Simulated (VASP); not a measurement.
Output of a VASP run:

OSZICAR:
```
       N       E                     dE             d eps       ncg     rms          rms(c)
DAV:   1     0.226989429498E+03    0.22699E+03   -0.14931E+04  1864   0.958E+02
DAV:   2    -0.259823454427E+02   -0.25297E+03   -0.24701E+03  1683   0.370E+02
DAV:   3    -0.344939366098E+02   -0.85116E+01   -0.80273E+01  1872   0.729E+01
DAV:   4    -0.346764093249E+02   -0.18247E+00   -0.17936E+00  1738   0.856E+00
DAV:   5    -0.346803990183E+02   -0.39897E-02   -0.39839E-02  1937   0.107E+00    0.218E+01
DAV:   6    -0.302516387712E+02    0.44288E+01   -0.45123E+01  1723   0.487E+01    0.817E+00
DAV:   7    -0.301207456163E+02    0.13089E+00   -0.30017E+00  1637   0.155E+01    0.320E+00
DAV:   8    -0.301052016956E+02    0.15544E-01   -0.25621E-01  1858   0.396E+00    0.248E+00
DAV:   9    -0.301473089145E+02   -0.42107E-01   -0.54316E-02  1744   0.177E+00    0.141E+00
DAV:  10    -0.301896981161E+02   -0.42389E-01   -0.37612E-02  1774   0.142E+00    0.112E+00
DAV:  11    -0.302152274345E+02   -0.25529E-01   -0.53091E-02  1704   0.153E+00    0.664E-01
DAV:  12    -0.302228079733E+02   -0.75805E-02   -0.72015E-02  1760   0.180E+00    0.286E-01
DAV:  13    -0.302222572246E+02    0.55075E-03   -0.69386E-03  1724   0.609E-01    0.286E-01
DAV:  14    -0.302236719926E+02   -0.14148E-02   -0.26691E-03  1678   0.320E-01    0.489E-02
DAV:  15    -0.302237322856E+02   -0.60293E-04   -0.18192E-04  1882   0.887E-02    0.248E-02
DAV:  16    -0.302237544189E+02   -0.22133E-04   -0.24139E-05  1664   0.431E-02    0.950E-03
DAV:  17    -0.302237591389E+02   -0.47200E-05   -0.54793E-06  1400   0.145E-02    0.550E-03
DAV:  18    -0.302237605932E+02   -0.14543E-05   -0.35935E-06  1272   0.110E-02    0.190E-03
DAV:  19    -0.302237608087E+02   -0.21544E-06   -0.19391E-07   826   0.382E-03
   1 F= -.30223761E+02 E0= -.30135607E+02  d E =-.176309E+00  mag=     5.4803
```

OUTCAR:
```
------------------------ aborting loop because EDIFF is reached ----------------------------------------
  FORCE on cell =-STRESS in cart. coord.  units (eV):
  Direction    XX          YY          ZZ          XY          YZ          ZX
  --------------------------------------------------------------------------------------
  Total       -5.5935507     -5.5935507     -6.2359152      0.0000000      0.0000000      0.0000000
  in kB     -128.1671387   -128.1671387   -142.8858782      0.0000000      0.0000000      0.0000000
  external PRESSURE =    -133.0733852 kB  Pullay stress =       0.0000000 kB
  volume of cell :       69.92
      direct lattice vectors                 reciprocal lattice vectors
    -1.908775000  1.908775000  4.797909000     0.000000000  0.261948108  0.104212064
     1.908775000 -1.908775000  4.797909000     0.261948108  0.000000000  0.104212064
     1.908775000  1.908775000 -4.797909000     0.261948108  0.261948108  0.000000000
 POSITION                                       TOTAL-FORCE (eV/Angst)
 -----------------------------------------------------------------------------------
      0.00000      0.00000      4.79791        -0.000000     -0.000000     -0.000000
      1.90877      0.00000      2.39895        -0.000000     -0.000000     -0.000000
      0.00000      0.00000      2.80102         0.000000     -0.000000      0.274785
      1.90877      0.00000      0.40206        -0.000000      0.000000      0.274785
      1.90877      0.00000      4.39584        -0.000000      0.000000     -0.274785
      0.00000      0.00000      6.79480         0.000000     -0.000000     -0.274785
 -----------------------------------------------------------------------------------
    total drift:                               -0.000000      0.000000     -0.000000
  FREE ENERGIE OF THE ION-ELECTRON SYSTEM (eV)
  ---------------------------------------------------
  free  energy   TOTEN  =       -30.2237608087 eV

  energy  without entropy=      -30.0474522954  energy(sigma->0) =      -30.13560655

 total charge

# of ion       s       p       d       tot
------------------------------------------
    1        2.191   6.123   2.980  11.294
    2        2.191   6.123   2.980  11.294
    3        0.531   0.007   0.000   0.538
    4        0.531   0.007   0.000   0.538
    5        0.531   0.007   0.000   0.538
    6        0.531   0.007   0.000   0.538
--------------------------------------------------
tot          6.504  12.276   5.961  24.741

 magnetization (x)

# of ion       s       p       d       tot
------------------------------------------
    1        0.025   0.021   2.312   2.358
    2        0.025   0.021   2.312   2.358
    3       -0.032   0.005   0.000  -0.027
    4       -0.032   0.005   0.000  -0.027
    5       -0.032   0.005   0.000  -0.027
    6       -0.032   0.005   0.000  -0.027
--------------------------------------------------
tot         -0.078   0.062   4.623   4.607
```
(Selected blocks of OUTCAR.)

**POSCAR**
```
VH2
1
   -1.9087750000     1.9087750000     4.7979090000
    1.9087750000    -1.9087750000     4.7979090000
    1.9087750000     1.9087750000    -4.7979090000
V H
2 4
Direct
  0.5000000000   0.5000000000   0.0000000000
  0.2500000000   0.7500000000   0.5000000000
  0.2919000000   0.2919000000   0.0000000000
  0.0419000000   0.5419000000   0.5000000000
  0.4581000000   0.9581000000   0.5000000000
  0.7081000000   0.7081000000   0.0000000000
```

### Question
Write an INCAR and KPOINTS that could have produced this output.

### Answer
One answer among several that fit: the input of the run itself, PBEsol GGA, plane waves, VASP's PBE PAW potentials (set 64).

### INCAR
```
SYSTEM=VH2
PREC=Accurate; ENCUT=300; LREAL=F
LASPH=T
EDIFF=1E-6; NELM=100; ALGO=Normal
LMAXMIX=4
ISMEAR=-1; SIGMA=0.1
GGA=PS
MAGMOM=2.0 2.0 0.0 0.0 0.0 0.0
ISPIN=2
ISIF=2
LWAVE=F; LCHARG=F; LORBIT=11
```

### KPOINTS
```
Automatic mesh
0
Gamma
5 5 5
0 0 0
```

POTCAR, in this order: V_sv H (PBE.64 set). Program: vasp_std.

At this cut-off the stress carries a Pulay error, which pulls relaxed volumes low.

The structure was generated: VH2 was put into an ordered model structure, which need not be its known phase. The cell was not relaxed at this level. The k-mesh is coarse (spacing up to 0.47 per Å, 2π included), so the numbers may not be converged in it. The run is one of a series of settings (GGA = PS against the base run), some of them coarse on purpose.
